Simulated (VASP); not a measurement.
Data:

```xyz
3
Lattice="0.0000 2.2824 2.2824 2.2824 0.0000 2.2824 2.2824 2.2824 0.0000" Properties=species:S:1:pos:R:3 pbc="T T T"
O      0.0000     0.0000     0.0000
Cu     1.1412     1.1412     1.1412
Cu     3.4236     3.4236     3.4236
```

All values below come from PBE GGA, VASP's PBE PAW potentials (set 64) (plane waves; VASP). Settings: 400 eV cut-off, 12×12×12 Γ-centred mesh, Gaussian smearing of 0.14 eV, potentials O Cu.

At this cut-off the stress carries a Pulay error, which pulls relaxed volumes low.

Problem. Give the stress tensor in GPa (positive for a compressed cell).

Solution. 
```
103.90    0.00    0.00
  0.00  103.90    0.00
  0.00    0.00  103.90
```
The pressure is its mean diagonal, 103.90 GPa.

The structure was generated: Cu2O was put into an ordered model structure, which need not be its known phase. The cell was not relaxed at this level.
